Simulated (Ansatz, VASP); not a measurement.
# Sb (Antimony) in two plane-wave programs

Aim: how closely do two programs agree when they are given the same cell, functional and k mesh? The cell is taken from a series of runs on this material, whose earlier steps may have relaxed, scaled, displaced or heated it; both programs get it as it stands.

Calculated with Ansatz 0.2.0; plane waves, with VASP 6.6.1 beside it; zone-centre phonons at PBEsol.

## Step 1: Starting point

It takes space group R-3m (No. 166, trigonal). The conventional cell has a = 4.340 Å, b = 4.340 Å, c = 11.197 Å, α = 90.00°, β = 90.00°, γ = 120.00°. Nearest to Sb lie 3 Sb at 2.93 Å.

## Step 2: Ansatz: zone-centre phonons, PBEsol

Ansatz runs on its PAW soft_1 files.

Second derivatives magnify differences that forces hide, and they need a tight electronic threshold.

input.yaml reads:

```yaml
crystal:
  lattice:
    - [2.1698794686, 1.2527804953, 3.7322363209]
    - [-2.1698794686, 1.2527804953, 3.7322363209]
    - [0.0, -2.5055609906, 3.732236321]
  atoms:
    - { symbol: Sb, position: [0.2346014601, 0.2346014601, 0.2346014601] }
    - { symbol: Sb, position: [0.7653985399, 0.7653985399, 0.7653985399] }
kpoints:
  mp_grid: { grid: [12, 12, 12] }
hamiltonian:
  xc: pbesol
  pseudopotentials: { kind: paw, azcp: { folder: soft_1 }, xc_functional: pbe }
scf:
  occupations: { method: methfessel_paxton, width: 0.2 }
output:
  eigenvalues: true
phonons:
  method: dfpt
```

The run is started by

```console
> ansatz run input.yaml --threads 4 --pin off --max-ram 10240MiB --backend cpu --events-out ev --progress --plain --runs-dir out
```

Numbers of over 12 decimals in the logs are rounded to 6 here.

What it wrote:

```text
Engine: ansatz 0.2.0, x86_64-unknown-linux-gnu
Pseudopotentials: kind: paw
Pseudopotential: Sb, paw, valence charge 15, recommended cutoff 420 eV (normal), soft_1/Sb.paw.azcp
Functional definition: PBEsol
  exchange = pbesol_x
  correlation = pbesol_c
Crystal: 2 atoms, lattice volume = 60.874 Å³
Basis set: ecut = 420 eV, 1195 PW (Γ), exchange–correlation on 64×64×64 points (8 copies of the dense FFT grid, shifted against one another)
Bands: 19, of which v1, the nominal top of the filled ones, is band 15 counted from 1 (14 counted from 0)
Symmetry: 12 space group operations
k-points: 476 of 1728 (irreducible under 2 space group operations, time reversal used)
Non-local potential: Sb, projectors of the file, l = 0: 2, l = 1: 2, l = 2: 2, l = 3: 1
PAW form: soft (Blöchl's): semilocal exchange-correlation on the pseudo side does not see the compensation charge
PAW frozen core: Sb, regenerated for the run's functional, and the local potential with it (the file was generated under x = pbe(κ = 0.804, μ = 0.219515), c = pbe(β = 0.066725))
PAW one-centre angular grid: Sb, 590 points (default); XC on 64 Gauss nodes
Initial density: superposition of atomic densities (chi_scale 0.1, normalization cell)
Initial wavefunctions: pseudopotential atomic-orbital guess
Functional: x = pbesol(κ = 0.804, μ = 0.123457), c = pbesol(β = 0.046)
SCF iter   1: F=—  HF=-12816.335815 eV  |F-HF|=—  |Δ(HF+E_count)|=         —  Δρ=1.46e-2  dr2=9.88e-2  ethr=3.10e-3  ⟨swp⟩=5.9  Hψ=46934  notcnv=0
preconditioner: auto → none  [insulator: Δε(μ)=0.166 eV  Ē_g=8.615 eV  σ=0.200 eV  W_gap=0.59  n_scr=14 (ndim 8)  ℏωp=15.1 eV  f_vac=0.000  D(μ)=0.09/eV (n_scr^D=0)  ε∞_Penn≈4.1]
SCF iter   2: F=—  HF=-12816.324392 eV  |F-HF|=—  |Δ(HF+E_count)|=   1.14e-2  S|Δr|=    0.00e0  Δρ=7.02e-3  dr2=2.18e-2  ethr=3.29e-4  ⟨swp⟩=1.0  Hψ=12852  notcnv=0
SCF iter   3: F=—  HF=-12816.323317 eV  |F-HF|=—  |Δ(HF+E_count)|=   1.08e-3  S|Δr|=    0.00e0  Δρ=5.45e-4  dr2=2.17e-4  ethr=7.28e-5  ⟨swp⟩=1.6  Hψ=11696  notcnv=0
SCF iter   4: F=—  HF=-12816.323309 eV  |F-HF|=—  |Δ(HF+E_count)|=   8.58e-6  S|Δr|=    0.00e0  Δρ=2.87e-4  dr2=5.42e-5  ethr=7.25e-7  ⟨swp⟩=2.0  Hψ=16212  notcnv=0
SCF iter   5: F=—  HF=-12816.323292 eV  |F-HF|=—  |Δ(HF+E_count)|=   1.62e-5  S|Δr|=    0.00e0  Δρ=4.86e-5  dr2=7.49e-7  ethr=1.81e-7  ⟨swp⟩=2.0  Hψ=15123  notcnv=0
SCF iter   6: F=—  HF=-12816.323291 eV  |F-HF|=—  |Δ(HF+E_count)|=   1.45e-6  S|Δr|=    0.00e0  Δρ=1.90e-5  dr2=1.62e-7  ethr=2.50e-9  ⟨swp⟩=2.0  Hψ=16300  notcnv=0
SCF iter   7: F=—  HF=-12816.323291 eV  |F-HF|=—  |Δ(HF+E_count)|=   1.20e-7  S|Δr|=    0.00e0  Δρ=1.54e-6  dr2=7.43e-10  ethr=5.40e-10  ⟨swp⟩=2.0  Hψ=16190  notcnv=0
SCF iter   8: F=—  HF=-12816.323291 eV  |F-HF|=—  |Δ(HF+E_count)|=  3.20e-10  S|Δr|=    0.00e0  Δρ=4.14e-7  dr2=5.03e-11  ethr=2.48e-12  ⟨swp⟩=3.0  Hψ=16415  notcnv=0
SCF iter   9: F=-12816.323291 eV  HF=-12816.323291 eV  |F-HF|=5.46e-12  |Δ(HF+E_count)|=  1.27e-11  S|Δr|=    0.00e0  Δρ=2.86e-8  dr2=2.47e-13  ethr=1.00e-12  ⟨swp⟩=6.1  Hψ=42256  notcnv=0
SCF 1 converged in 9 iterations: F = -12816.323291 eV  dr2 = 2.47e-13
  greatest PAW one-centre occupation: 0.996 electrons in one spin orbital (limit 2), on the Sb atom at site 1 (counted from 0), in its partial waves of l = 2
DFPT response loops at Γ: preconditioner auto → Kerker (q_TF=auto, 2.425 Å⁻¹) (partly filled bands, converged f_vac=0.001); β = 1.00, the filter's whole step (`scf.mixing.beta` (0.50) is not read by the response loops under this deck's `scf.mixing.preconditioner`; to damp them name `kerker` or `kerker_dos`, under which they read `scf.mixing.beta`, and type it under 1.00, their step now; both keys bind the ground state too); Broyden in place of MSR1
SCF converged after 9 iterations
Stability not checked: this state was not tested for a lower state beside it, because cold or Methfessel-Paxton smearing, or corrected tetrahedra, fill the levels in a way that the test cannot read (fill_not_monotonic; see scf.lower_state_search)
Free energy (F): -12816.323291 eV
Harris-Foulkes:  -12816.323291 eV  (|F-HF|=5.46e-12)
Internal energy: -12816.325700 eV  (E = F + TS)
E sigma→0 (E₀):  -12816.323893 eV
Entropy (-TS):   0.002409 eV (1.205 meV/atom)
Fermi energy:    9.983607 eV
--- Per-component energies (eV) ---
  E_band       = -337.924172
  E_kinetic    = 325.656036
  E_local      = -3176.429913  (includes V_loc(G=0)·N_el)
  E_nonlocal   = 782.398930
  E_hartree    = 1312.841076
  E_xc         = -196.479317
  E_vxc        = -181.630853  (∫ρ·V_xc dr)
  E_paw        = -8934.870404  (= ΣΔE_a)
  E_vpaw       = -713.600768  (= ΣTr[D̂ρ^β])
  E_aug_tail   = 0.000267  (compensation charges beyond the density's cutoff)
  E_ewald      = -2930.106084
  E_core_change = 0.663710  (= ΣΔE_core)
  E_smearing   = 0.002409  (= −TS)
  E_closure    = -0.000000  (closes the sum)
  Σ components = -12816.323291   (vs F -12816.323291, Δ=0.00e0)
--- Band table (eV; the first three rows and the last of 476) ---
  k-point 0: bands = [... 11 lower, 5.1496, 8.0579, 8.2347, 8.2347, 12.2027, 12.7446, 12.7446, 15.0740]
  k-point 1: bands = [... 11 lower, 4.8074, 8.0830, 8.2215, 8.3766, 12.1405, 12.5234, 12.5433, 14.7394]
  k-point 2: bands = [... 11 lower, 3.9990, 8.0958, 8.1925, 8.6877, 11.8229, 12.0091, 12.0340, 14.5566]
  k-point 475: bands = [... 11 lower, 1.0026, 8.7476, 8.7476, 9.4842, 10.0650, 10.0650, 10.9813, 17.1043]
--- Phonons (Γ-DFPT): 2 representative perturbations + reference, on 476 of 1728 k-points (Σ response iterations 6) ---
  k mesh reduced under 2 symmetry operations, with k and −k counted as one. Each operation leaves every solved perturbation unchanged. A smaller set is not used because it would not reduce the number of displacements times k-points to solve
  ASR residual: 1.749e-5 → 0.000e0 eV/Å²; symmetrization residual: 2.095e-5 eV/Å²
  ASR residual per site (eV/Å²): 1.75e-5 1.75e-5
  Γ frequencies (cm⁻¹): 0.00 0.00 0.00 98.61 98.61 144.48
  non-analytic LO–TO correction: not included (Born effective charges unavailable; polar crystals: no LO–TO splitting at Γ)
```

The column dr2 measures how far the density is from self-consistency, as an energy; F and HF (Harris–Foulkes) agree once it is small.

## Step 3: VASP: zone-centre phonons, PBEsol

The same cell, functional, mesh and smearing now go to VASP, with its own data sets.

Lines of VASP's logs that name or quote its potential files are left out, and so is its time.

INCAR reads:

```
SYSTEM = Sb
PREC = Accurate
ENCUT = 500
EDIFF = 1E-08
NELM = 120
ISMEAR = 1
SIGMA = 0.2
LREAL = .FALSE.
ALGO = Normal
GGA = PS
NBANDS = 11
LORBIT = 11
LWAVE = .FALSE.
LCHARG = .FALSE.
ISIF = 2
IBRION = 8
LASPH = .TRUE.
GGA_COMPAT = .FALSE.
KPAR = 2
```

POSCAR reads:

```
Sb
1.0
    2.1698794686      1.2527804953      3.7322363209
   -2.1698794686      1.2527804953      3.7322363209
    0.0000000000     -2.5055609906      3.7322363210
Sb
2
Direct
    0.2346014601      0.2346014601      0.2346014601
    0.7653985399      0.7653985399      0.7653985399
```

KPOINTS reads:

```
Automatic mesh
0
Gamma
12 12 12
0 0 0
```

PAW data sets: Sb (PBE family, release 64).

The run is started by

```console
> mpirun -np 2 vasp_std
```

What it wrote:

```text
[banner, memory and clock lines left out]
running    2 mpi-ranks, on    1 nodes
 distrk:  each k-point on    1 cores,    2 groups
 distr:  one band on    1 cores,    1 groups

 POSCAR found type information on POSCAR Sb
 POSCAR found :  1 types and       2 ions
|                                                                             |
|               ----> ADVICE to this user running VASP <----                  |
|                                                                             |
|     You enforced a specific xc type in the INCAR file but a different       |
|     [... a line on the potential file left out ...]
|     I HOPE YOU KNOW WHAT YOU ARE DOING!                                     |
|                                                                             |

 LDA part: xc-table for (Slater+PW92), standard interpolation
 POSCAR, INCAR and KPOINTS ok, starting setup
 FFT: planning ... GRIDC
 FFT: planning ... GRID_SOFT
 FFT: planning ... GRID
 WAVECAR not read
 entering main loop
       N       E                     dE             d eps       ncg     rms          rms(c)
DAV:   1     0.329615292937E+02    0.32962E+02   -0.35039E+03  4158   0.690E+02
DAV:   2    -0.734079482357E+01   -0.40302E+02   -0.39071E+02  5575   0.110E+02
DAV:   3    -0.911259017288E+01   -0.17718E+01   -0.17568E+01  5042   0.260E+01
DAV:   4    -0.912829670441E+01   -0.15707E-01   -0.15705E-01  4671   0.294E+00
DAV:   5    -0.912848848384E+01   -0.19178E-03   -0.19178E-03  4857   0.360E-01    0.282E+00
DAV:   6    -0.911921798239E+01    0.92705E-02   -0.22657E-03  4707   0.291E-01    0.169E+00
DAV:   7    -0.911345707357E+01    0.57609E-02   -0.55883E-03  4581   0.448E-01    0.586E-02
DAV:   8    -0.911349047972E+01   -0.33406E-04   -0.13480E-04  4728   0.815E-02    0.178E-02
DAV:   9    -0.911349874542E+01   -0.82657E-05   -0.15697E-05  4710   0.250E-02    0.531E-03
DAV:  10    -0.911349821954E+01    0.52588E-06   -0.21660E-06  4743   0.816E-03    0.854E-04
DAV:  11    -0.911349829336E+01   -0.73816E-07   -0.15942E-07  4713   0.260E-03    0.497E-04
DAV:  12    -0.911349833285E+01   -0.39492E-07   -0.16592E-08  4100   0.725E-04    0.103E-04
DAV:  13    -0.911349834180E+01   -0.89470E-08   -0.16177E-09  2394   0.267E-04
   1 F= -.91134983E+01 E0= -.91143176E+01  d E =0.245774E-02
 Linear response reoptimize wavefunctions to high precision
DAV:   1    -0.911349834229E+01   -0.49045E-09   -0.18943E-10  2778   0.108E-04
DAV:   2    -0.911349834228E+01    0.35811E-11   -0.22961E-11  2262   0.425E-05
 Linear response DOF=           2
 Linear response progress:
  Degree of freedom:   1/  2
       N       E                     dE             d eps       ncg     rms          rms(c)
RMM:   1    -0.250004845431E-01   -0.25000E-01    0.25814E-02 38494   0.117E+00
RMM:   2    -0.247950853420E-01    0.20540E-03   -0.15504E-03 30120   0.235E-01    0.460E-02
RMM:   3    -0.247886470018E-01    0.64383E-05   -0.45017E-05 31821   0.386E-02    0.274E-02
RMM:   4    -0.248221320029E-01   -0.33485E-04   -0.21575E-05 31851   0.199E-02    0.219E-03
RMM:   5    -0.248289865668E-01   -0.68546E-05   -0.21902E-06 32587   0.351E-03    0.933E-04
RMM:   6    -0.248309317565E-01   -0.19452E-05   -0.10935E-07 31995   0.909E-04    0.286E-04
RMM:   7    -0.248301135725E-01    0.81818E-06    0.17936E-07 33082   0.220E-04    0.678E-05
RMM:   8    -0.248300369239E-01    0.76649E-07    0.56000E-08 33530   0.554E-05    0.132E-05
RMM:   9    -0.248300219160E-01    0.15008E-07    0.24646E-09 33603   0.174E-05    0.124E-06
RMM:  10    -0.248300157424E-01    0.61736E-08    0.25710E-09 32169   0.585E-06    0.703E-07
 first order change of Fermi-energy  -0.25657E-04
 force on displaced ion       1 direction 1 :  -2.323   0.000   0.000
 Linear response progress:
  Degree of freedom:   2/  2
       N       E                     dE             d eps       ncg     rms          rms(c)
RMM:   1    -0.260591328935E-01   -0.26059E-01    0.19886E-02  8090   0.118E+00
RMM:   2    -0.250689545052E-01    0.99018E-03   -0.15090E-03  6476   0.239E-01    0.464E-02
RMM:   3    -0.249500791031E-01    0.11888E-03   -0.44809E-05  6910   0.427E-02    0.280E-02
RMM:   4    -0.248612991872E-01    0.88780E-04   -0.29312E-05  6755   0.258E-02    0.723E-03
RMM:   5    -0.248700262096E-01   -0.87270E-05   -0.83427E-07  6996   0.541E-03    0.258E-03
RMM:   6    -0.248721983753E-01   -0.21722E-05   -0.54225E-08  7037   0.109E-03    0.800E-04
RMM:   7    -0.248713782976E-01    0.82008E-06    0.74546E-09  7099   0.316E-04    0.221E-04
RMM:   8    -0.248714107669E-01   -0.32469E-07    0.32853E-09  7163   0.721E-05    0.351E-05
RMM:   9    -0.248714121129E-01   -0.13459E-08    0.27351E-10  7229   0.216E-05    0.164E-05
 first order change of Fermi-energy   0.99490E-01
 force on displaced ion       1 direction 3 :   0.000  -0.000  -4.836
 Linear response finished
```

OUTCAR, selected parts (step 3):

```text
ion  position               nearest neighbor table
   1  0.235  0.235  0.235-   2 2.93   2 2.93   2 2.93   2 3.34   2 3.34   2 3.34
   2  0.765  0.765  0.765-   1 2.93   1 2.93   1 2.93   1 3.34   1 3.34   1 3.34

  LATTYP: Found a trigonal (rhomboedric) cell.
 ALAT       =     4.4952668255
 COS(alpha) =     0.5339953329

 Subroutine GETGRP returns: Found 12 space group operations
 (whereof 12 operations were pure point group operations)

The static configuration has the point symmetry D_3d.

 Found    189 irreducible k-points:

   k-points           NKPTS =    189   k-points in BZ     NKDIM =    189   number of bands    NBANDS=     11

   dimension x,y,z NGX =    36 NGY =   36 NGZ =   36
   dimension x,y,z NGXF=    72 NGYF=   72 NGZF=   72

   ENCUT  =  500.0 eV  36.75 Ry    6.06 a.u.   8.20  8.20  8.20*2*pi/ulx,y,z

   NELECT =      10.0000    total number of electrons

 k-points in reciprocal lattice and weights: Automatic mesh
   0.00000000  0.00000000  0.00000000       0.001
   0.08333333  0.00000000  0.00000000       0.003
   0.16666667  0.00000000  0.00000000       0.003
   0.25000000 -0.00000000  0.00000000       0.003
   0.33333333  0.00000000  0.00000000       0.003
   0.41666667 -0.00000000  0.00000000       0.003
   0.50000000 -0.00000000  0.00000000       0.002
   0.08333333  0.08333333  0.00000000       0.003
   0.16666667  0.08333333  0.00000000       0.007
[...]
-0.41666667  0.50000000  0.41666667       0.003
   0.50000000  0.50000000  0.50000000       0.001

 average (electrostatic) potential at core
       1 -85.7817       2 -85.7817

  Total       -0.2377278     -0.2377278     -0.2588834      0.0000000      0.0000000      0.0000000
  in kB       -6.2569059     -6.2569059     -6.8137126      0.0000000      0.0000000      0.0000000
  external PRESSURE =      -6.4425081 kB  Pullay stress =       0.0000000 kB

  energy-cutoff  :      500.00
  volume of cell :       60.87
      direct lattice vectors                 reciprocal lattice vectors
     2.169879469  1.252780495  3.732236321     0.230427546  0.133037405  0.089311958
    -2.169879469  1.252780495  3.732236321    -0.230427546  0.133037405  0.089311958
     0.000000000 -2.505560991  3.732236321     0.000000000 -0.266074811  0.089311958

 POSITION                                       TOTAL-FORCE (eV/Angst)
 -----------------------------------------------------------------------------------
      0.00000      0.00000      2.62676         0.000000      0.000000      0.047552
      0.00000      0.00000      8.56994         0.000000      0.000000     -0.047552
 -----------------------------------------------------------------------------------
    total drift:                                0.000000      0.000000      0.000000

 Eigenvectors and eigenvalues of the dynamical matrix
 ----------------------------------------------------

   1 f  =    4.406251 THz    27.685289 2PiTHz  146.976699 cm-1    18.222780 meV
             X         Y         Z           dx          dy          dz
      0.000000  0.000000  2.626764     0.000000   -0.000000    0.707107
      0.000000  0.000000  8.569945    -0.000000    0.000000   -0.707107

   2 f  =    3.053987 THz    19.188766 2PiTHz  101.870039 cm-1    12.630269 meV
             X         Y         Z           dx          dy          dz
      0.000000  0.000000  2.626764     0.707107    0.000000   -0.000000
      0.000000  0.000000  8.569945    -0.707107    0.000000   -0.000000

   3 f  =    3.053987 THz    19.188766 2PiTHz  101.870039 cm-1    12.630269 meV
             X         Y         Z           dx          dy          dz
      0.000000  0.000000  2.626764     0.000000   -0.707107   -0.000000
      0.000000  0.000000  8.569945    -0.000000    0.707107    0.000000

   4 f  =    0.000000 THz     0.000000 2PiTHz    0.000000 cm-1     0.000000 meV
             X         Y         Z           dx          dy          dz
      0.000000  0.000000  2.626764     0.674878   -0.210147    0.019446
      0.000000  0.000000  8.569945     0.674878   -0.210147    0.019446

   5 f/i=    0.000000 THz     0.000000 2PiTHz    0.000001 cm-1     0.000000 meV
             X         Y         Z           dx          dy          dz
      0.000000  0.000000  2.626764     0.210891    0.669040   -0.088942
      0.000000  0.000000  8.569945     0.210891    0.669040   -0.088942

   6 f/i=    0.000000 THz     0.000001 2PiTHz    0.000003 cm-1     0.000000 meV
             X         Y         Z           dx          dy          dz
      0.000000  0.000000  2.626764    -0.008034   -0.090688   -0.701221
      0.000000  0.000000  8.569945    -0.008034   -0.090688   -0.701221

 ELASTIC MODULI CONTR FROM IONIC RELAXATION (kBar)
 Direction    XX          YY          ZZ          XY          YZ          ZX
 --------------------------------------------------------------------------------
 XX         -97.4126    -65.4170   -137.3612      0.0000     58.9053     -0.0000
 YY         -65.4170    -97.4126   -137.3612     -0.0000    -58.9053      0.0000
 ZZ        -137.3612   -137.3612   -231.7527     -0.0000      0.0000      0.0000
 XY           0.0000     -0.0000     -0.0000    -15.9978     -0.0000     56.4706
 YZ          58.9053    -58.9053      0.0000     -0.0000   -216.8943      0.0000
 ZX          -0.0000      0.0000      0.0000     56.4706      0.0000   -199.3359
 --------------------------------------------------------------------------------
```

## Step 4: Side by side

Known differences besides the potentials themselves: the data sets hold 30 valence electrons in Ansatz (on its PAW soft_1 files) and 10 in VASP; the cutoff is 420 eV in Ansatz and 500 eV in VASP; Ansatz makes its cores anew for this functional, VASP keeps those of its PBE data sets. Total energies have different zeros and are not compared.

Compared:

```
                  quantity  Ansatz   VASP  difference
optical mode 1 to 2 (cm⁻¹)    98.6  101.9     -3.20 %
     optical mode 3 (cm⁻¹)   144.5  147.0     -1.70 %
```

Modes are paired by rising frequency, not by their patterns, so a pair may set unlike modes beside each other; they are those without the splitting of longitudinal modes.

## Step 5: Results

```json
{
 "r.m.s. difference of the optical zone-centre modes, each program's sorted by frequency (zone-centre phonons, PBEsol)": "3.0 cm⁻¹",
 "difference in optical mode 1 to 2 (zone-centre phonons, PBEsol)": "-3.2 %"
}
```

In words: The r.m.s. difference of the optical zone-centre modes, each program's sorted by frequency is 3.0 cm⁻¹ (zone-centre phonons, PBEsol). The data sets hold unlike numbers of valence electrons (30 in Ansatz and 10 in VASP), so part of the differences comes from the potentials. Among the rows given in per cent, the largest difference of the zone-centre phonons, PBEsol pair is in optical mode 1 to 2, -3.2 %. How closely two codes agree says nothing of how well the functional describes the real material.

[Lines on the potential files, build, host, timing and source positions are cut from VASP's logs without a mark.]

[Logs are printed without paths, hosts, clocks, repeated set-up lines and the standing remarks that a program may print on its own settings, such as how far it seeks lower states.]

[Hosts, paths, dates, database ids (printed as entryN), source tags and the programs' standing remarks are cut or masked in the printed files.]
